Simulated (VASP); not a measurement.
# 2H-WS2 monolayer and its bilayer, part 7 of 9

Aim: relax 2H-WS2 monolayer, place its levels against the vacuum, then find how two sheets stack and bind.

VASP 6.6.1, plane waves and PAW; the level of theory is named at each step.

So far. Step 10 (A rigid stacking): Energy at zero smearing: -139.42061 eV.

## (11) A rigid stacking

Level of this step: r2SCAN with rVV10, no spin polarisation; plane waves and PAW (W, S) (VASP).

Contents of INCAR:

```
SYSTEM = WS2
PREC = Normal
ENCUT = 350
EDIFF = 1E-05
NELM = 120
ISMEAR = 0
SIGMA = 0.03
LREAL = .FALSE.
ALGO = Normal
METAGGA = R2SCAN
LUSE_VDW = .TRUE.
IVDW_NL = 2
BPARAM = 11.95
CPARAM = 0.0093
LASPH = .TRUE.
NBANDS = 24
LORBIT = 11
LWAVE = .FALSE.
LCHARG = .FALSE.
KPAR = 4
IDIPOL = 3
LDIPOL = .TRUE.
DIPOL = 0.5 0.5 0.5
```

Contents of POSCAR:

```
WS2
1.0
    3.1653557394      0.0000000000      0.0000000000
   -1.5826778697      2.7412784823      0.0000000000
    0.0000000000      0.0000000000     26.3466113248
W S
2 4
Direct
    0.3333333300      0.6666666700      0.3818955200
    0.0000000000      1.0000000000      0.6181044800
    0.6666666700      0.3333333300      0.3226221400
    0.6666666700      0.3333333300      0.4411689000
    0.6666666700      0.3333333300      0.5588311000
    0.6666666700      0.3333333300      0.6773778600
```

Contents of KPOINTS:

```
Automatic mesh
0
Gamma
12 12 1
0 0 0
```

PAW data sets: W and S (PBE family, release 64).

Command:

```sh
> mpirun -np 4 vasp_std
```

Output:

```text
[... set-up lines as in an earlier step ...]
 entering main loop
       N       E                     dE             d eps       ncg     rms          rms(c)
Total rVV10 correction in eV:      0.8534149    47.2063554
Total rVV10 correction in eV:      0.8534149    47.2063554
Total rVV10 correction in eV:      0.8534149    47.2063554
Total rVV10 correction in eV:      0.8534149    47.2063554
DAV:   1     0.122418511622E+03    0.12242E+03   -0.11735E+04   912   0.892E+02
DAV:   2    -0.123563930340E+03   -0.24598E+03   -0.23980E+03  1392   0.224E+02
DAV:   3    -0.145568436687E+03   -0.22005E+02   -0.21859E+02  1216   0.762E+01
DAV:   4    -0.146081728630E+03   -0.51329E+00   -0.51201E+00  1320   0.131E+01
DAV:   5    -0.146096263287E+03   -0.14535E-01   -0.14530E-01  1232   0.208E+00    0.381E+01
Total rVV10 correction in eV:      0.8592046    47.2070399
Total rVV10 correction in eV:      0.8592046    47.2070399
Total rVV10 correction in eV:      0.8592046    47.2070399
Total rVV10 correction in eV:      0.8592046    47.2070399
[...]
Total rVV10 correction in eV:      0.8720255    47.2063461
DAV:  17    -0.139247081485E+03   -0.16307E-03   -0.64845E-05  1000   0.346E-02    0.391E-03
Total rVV10 correction in eV:      0.8720062    47.2063569
Total rVV10 correction in eV:      0.8720062    47.2063569
Total rVV10 correction in eV:      0.8720062    47.2063569
Total rVV10 correction in eV:      0.8720062    47.2063569
DAV:  18    -0.139247108573E+03   -0.27088E-04   -0.59482E-06   872   0.123E-02    0.285E-03
Total rVV10 correction in eV:      0.8719881    47.2063673
Total rVV10 correction in eV:      0.8719881    47.2063673
Total rVV10 correction in eV:      0.8719881    47.2063673
Total rVV10 correction in eV:      0.8719881    47.2063673
DAV:  19    -0.139247117192E+03   -0.86193E-05   -0.13099E-06   624   0.891E-03
Total rVV10 correction in eV:      0.8719601    47.2063920
Total rVV10 correction in eV:      0.8719601    47.2063920
Total rVV10 correction in eV:      0.8719601    47.2063920
Total rVV10 correction in eV:      0.8719601    47.2063920
Total rVV10 correction in eV:      0.8719715    47.2063774
Total rVV10 correction in eV:      0.8719715    47.2063774
Total rVV10 correction in eV:      0.8719715    47.2063774
Total rVV10 correction in eV:      0.8719715    47.2063774
   1 F= -.13924712E+03 E0= -.13924712E+03  d E =-.141439E-18
```

Elapsed: 1.8 min, on 4 MPI ranks of Intel Xeon Platinum 8488C (Sapphire Rapids), shared host; peak memory 1.2 GiB; 7 min of CPU time.

From OUTCAR (step 11):

```text
  Total        0.0063385      0.0063385      1.7931349      0.0000000      0.0000000      0.0000000
  in kB        0.0444219      0.0444219     12.5667535      0.0000000      0.0000000      0.0000000
  external PRESSURE =       4.2185324 kB  Pullay stress =       0.0000000 kB

 POSITION                                       TOTAL-FORCE (eV/Angst)
 -----------------------------------------------------------------------------------
     -0.00000      1.82752     10.06165         0.000000      0.000000     -0.070187
      0.00000      0.00000     16.28496        -0.000000     -0.000000      0.070187
      1.58268      0.91376      8.50000        -0.000000     -0.000000     -0.028425
      1.58268      0.91376     11.62331         0.000000      0.000000     -0.408686
      1.58268      0.91376     14.72331        -0.000000     -0.000000      0.408686
      1.58268      0.91376     17.84661         0.000000      0.000000      0.028425
 -----------------------------------------------------------------------------------
    total drift:                               -0.000050      0.000041      0.000137

  FREE ENERGIE OF THE ION-ELECTRON SYSTEM (eV)
  ---------------------------------------------------
  free  energy   TOTEN  =      -139.2471171921 eV

  energy  without entropy=     -139.2471171921  energy(sigma->0) =     -139.24711719

[... 2 parts as in an earlier step ...]

[... 1 further part left out ...]
[key lines of the parts left out:]
E-fermi :   0.1509
```

Energy at zero smearing: -139.24712 eV.

## (12) A rigid stacking

INCAR is that of step 11.

Contents of POSCAR:

```
WS2
1.0
    3.1653557394      0.0000000000      0.0000000000
   -1.5826778697      2.7412784823      0.0000000000
    0.0000000000      0.0000000000     26.3466113248
W S
2 4
Direct
    0.3333333300      0.6666666700      0.3818955200
    0.3333333300      0.6666666700      0.6181044800
    0.6666666700      0.3333333300      0.3226221400
    0.6666666700      0.3333333300      0.4411689000
    1.0000000000      0.0000000000      0.5588311000
    1.0000000000      0.0000000000      0.6773778600
```

KPOINTS is that of step 11.

Command:

```sh
> mpirun -np 4 vasp_std
```

Output:

```text
[... set-up lines as in an earlier step ...]
 entering main loop
       N       E                     dE             d eps       ncg     rms          rms(c)
Total rVV10 correction in eV:      0.8525288    47.2063546
Total rVV10 correction in eV:      0.8525288    47.2063546
Total rVV10 correction in eV:      0.8525288    47.2063546
Total rVV10 correction in eV:      0.8525288    47.2063546
DAV:   1     0.121891187583E+03    0.12189E+03   -0.11735E+04   912   0.892E+02
DAV:   2    -0.123277766224E+03   -0.24517E+03   -0.23934E+03  1352   0.224E+02
DAV:   3    -0.145632176084E+03   -0.22354E+02   -0.22197E+02  1184   0.768E+01
DAV:   4    -0.146168396536E+03   -0.53622E+00   -0.53422E+00  1304   0.135E+01
DAV:   5    -0.146185966023E+03   -0.17569E-01   -0.17557E-01  1192   0.226E+00    0.380E+01
Total rVV10 correction in eV:      0.8576521    47.2068231
Total rVV10 correction in eV:      0.8576521    47.2068231
Total rVV10 correction in eV:      0.8576521    47.2068231
Total rVV10 correction in eV:      0.8576521    47.2068231
[...]
Total rVV10 correction in eV:      0.8687227    47.2063566
DAV:  18    -0.139400809528E+03   -0.24317E-04   -0.59654E-06   824   0.114E-02    0.359E-03
Total rVV10 correction in eV:      0.8687096    47.2063617
Total rVV10 correction in eV:      0.8687096    47.2063617
Total rVV10 correction in eV:      0.8687096    47.2063617
Total rVV10 correction in eV:      0.8687096    47.2063617
DAV:  19    -0.139400821551E+03   -0.12023E-04   -0.98798E-07   608   0.757E-03    0.939E-04
Total rVV10 correction in eV:      0.8686785    47.2063914
Total rVV10 correction in eV:      0.8686785    47.2063914
Total rVV10 correction in eV:      0.8686785    47.2063914
Total rVV10 correction in eV:      0.8686785    47.2063914
DAV:  20    -0.139400829315E+03   -0.77641E-05   -0.16267E-06   696   0.789E-03
Total rVV10 correction in eV:      0.8686675    47.2063975
Total rVV10 correction in eV:      0.8686675    47.2063975
Total rVV10 correction in eV:      0.8686675    47.2063975
Total rVV10 correction in eV:      0.8686675    47.2063975
Total rVV10 correction in eV:      0.8686746    47.2063920
Total rVV10 correction in eV:      0.8686746    47.2063920
Total rVV10 correction in eV:      0.8686746    47.2063920
Total rVV10 correction in eV:      0.8686746    47.2063920
   1 F= -.13940083E+03 E0= -.13940083E+03  d E =-.218246E-17
```

The job ended after 1.8 min (4 MPI ranks; peak memory 1.2 GiB).

From OUTCAR (step 12):

```text
  Total        0.1449240      0.1449240      0.1006755      0.0000000      0.0000000      0.0000000
  in kB        1.0156649      1.0156649      0.7055602      0.0000000      0.0000000      0.0000000
  external PRESSURE =       0.9122966 kB  Pullay stress =       0.0000000 kB

 POSITION                                       TOTAL-FORCE (eV/Angst)
 -----------------------------------------------------------------------------------
     -0.00000      1.82752     10.06165        -0.000000     -0.000000      0.009572
     -0.00000      1.82752     16.28496         0.000000      0.000000     -0.009572
      1.58268      0.91376      8.50000         0.000000      0.000000     -0.024659
      1.58268      0.91376     11.62331         0.000000      0.000000     -0.034127
      0.00000      0.00000     14.72331         0.000000     -0.000000      0.034127
      0.00000      0.00000     17.84661        -0.000000     -0.000000      0.024659
 -----------------------------------------------------------------------------------
    total drift:                               -0.000026     -0.000002      0.000799

  FREE ENERGIE OF THE ION-ELECTRON SYSTEM (eV)
  ---------------------------------------------------
  free  energy   TOTEN  =      -139.4008293153 eV

  energy  without entropy=     -139.4008293153  energy(sigma->0) =     -139.40082932

[... 2 parts as in an earlier step ...]

[... 1 further part left out ...]
[key lines of the parts left out:]
E-fermi :   0.0196
```

Energy at zero smearing: -139.40083 eV.

(Part 7 of 9 ends here.)

[Lines on the potential files, build, host, timing and source positions are cut from VASP's logs without a mark.]

[Logs are printed without paths, hosts, clocks, repeated set-up lines and the standing remarks that a program may print on its own settings, such as how far it seeks lower states.]

[Hosts, paths, dates, database ids (printed as entryN), source tags and the programs' standing remarks are cut or masked in the printed files.]

[Runs that stopped without an error message from VASP are left out.]
